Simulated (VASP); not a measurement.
Crystal: Al3BiO3.

```
CELL_PARAMETERS angstrom
4.07511 0.00000 0.00000
-2.03755 3.52915 0.00000
0.00000 0.00000 8.69301
ATOMIC_POSITIONS crystal
Al 0.00000 0.00000 0.78902
Al 0.00000 0.00000 0.21098
Al 0.00000 0.00000 0.00000
Bi 0.00000 0.00000 0.50000
O 0.50000 0.00000 0.50000
O 0.00000 0.50000 0.50000
O 0.50000 0.50000 0.50000
```

The cell was built by a generator and needn't be a form met in nature.

* Program: VASP 6.6.1
* Task: relaxation of cell and atoms
* Functional: PBE
* Potentials or basis: VASP PAW PBE potentials, release 64 (Al, Bi_d, O)
* Cutoff: 520 eV
* k mesh: 4 × 4 × 2
* Occupations: gaussian, width 0.15 eV
* Spin: no spin polarisation

At the start: pressure 50.2 GPa; volume 17.86 Å³/atom.

Problem. Where does the relaxation end?

Solution. Over 14 steps the energy falls by 1360.8 meV/atom and the volume is 26.37 Å³/atom (+47.6 %); space group P6/mmm (No. 191, to 0.05 Å).

Step by step:
```
step  energy change (eV)  largest force (eV/Å)  pressure (GPa)  volume (Å³)
   1              0.0000               11.5719           50.24       125.02
   2              7.6101                0.3611          -10.83       253.47
   3             -3.4861                1.1972           -0.95       218.06
   4             -8.1944                1.1225           -4.18       212.11
   5             -7.2846                1.1929           17.70       165.00
   6             -9.0028                1.4720           -1.57       196.75
   7             -9.2453                1.5982            1.94       181.36
   8             -9.2484                1.5807            2.23       179.90
   9             -9.2472                1.5606            2.46       178.68
  10             -9.4621                0.7306           -0.89       188.77
  11             -9.4645                0.6537           -1.09       189.79
  12             -9.5167                0.3144           -0.36       186.48
  13             -9.5254                0.0947            0.21       184.70
  14             -9.5255                0.0796            0.21       184.56
```

Final structure:
```xyz
7
Lattice="4.5216 0.0000 0.0000 -2.2608 3.9158 0.0000 0.0000 0.0000 10.4236" Properties=species:S:1:pos:R:3 pbc="T T T"
Al    4.5216    0.0000    7.9289
Al    4.5216    0.0000    2.4947
Al    0.0000    0.0000   10.4236
Bi    0.0000    0.0000    5.2118
O     2.2608    0.0000    5.2118
O    -1.1304    1.9579    5.2118
O     1.1304    1.9579    5.2118
```

Caveat: the k mesh is coarse (spacing up to 0.45 Å⁻¹), so the values aren't converged; the volume moved by over 15 % at a fixed basis, so the end points are rough.
